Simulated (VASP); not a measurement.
Computed with TPSS meta-GGA, VASP's PBE PAW potentials (set 64) (plane waves; VASP).

VASP ran on this input.

POSCAR:
```
ZnF2
1
    4.7473797106     0.0000000000     0.0000000000
    0.0000000000     4.7473797106     0.0000000000
    0.0000000000     0.0000000000     3.1580222939
Zn F
2 4
Direct
  0.0000000000   0.0000000000   0.0000000000
  0.5000000000   0.5000000000   0.5000000000
  0.3040277439   0.3040277439   0.0000000000
  0.8040277439   0.1959722561   0.5000000000
  0.1959722561   0.8040277439   0.5000000000
  0.6959722561   0.6959722561   0.0000000000
```

### INCAR
```
# general
SYSTEM  = ZnF2
PREC    = Accurate
ENCUT   = 520   # plane-wave cut-off (eV)
LREAL   = F   # projection in real space or not
LASPH   = T   # aspherical one-centre terms

# electronic loop
EDIFF   = 1E-7
NELM    = 100
ALGO    = Normal
LMAXMIX = 4   # l cut-off of mixed one-centre charges
LMIXTAU = T

# smearing
ISMEAR  = 0
SIGMA   = 0.05   # width (eV)

# functional
METAGGA = TPSS

# ions
IBRION  = 2
NSW     = 30   # most ionic steps
ISIF    = 4
EDIFFG  = -0.01   # ionic stop

# output
LWAVE   = F
LCHARG  = F
```

File KPOINTS:
```
Automatic mesh
0
Gamma
5 5 7
0 0 0
```

POTCAR, in this order: Zn F (PBE.64 set). Program: vasp_std.

Question: What does the run give for the energy per atom (σ→0), band gap (on the k-mesh)?

Answer: 
| Item | Value |
|---|---|
| energy per atom (σ→0) | -8.326 eV/atom |
| band gap (on the k-mesh) | 3.75 eV |

### OSZICAR
```
...
DAV:  15    -0.499531010702E+02   -0.69408E-03   -0.55832E-04  1768   0.228E-01    0.103E-01
DAV:  16    -0.499544799958E+02   -0.13789E-02   -0.13737E-03  1655   0.412E-01    0.113E-02
DAV:  17    -0.499545602237E+02   -0.80228E-04   -0.49261E-05  1734   0.958E-02    0.342E-03
DAV:  18    -0.499545612426E+02   -0.10189E-05   -0.93164E-06  1614   0.283E-02    0.916E-03
DAV:  19    -0.499545659691E+02   -0.47265E-05   -0.72766E-06  1691   0.217E-02    0.118E-03
DAV:  20    -0.499545664771E+02   -0.50796E-06   -0.56732E-07  1747   0.106E-02    0.664E-04
DAV:  21    -0.499545665318E+02   -0.54701E-07   -0.31040E-08   989   0.203E-03
   1 F= -.49954567E+02 E0= -.49954567E+02  d E =-.499546E+02
```

The compound is ZnF2 in the rutile structure. It was relaxed first.
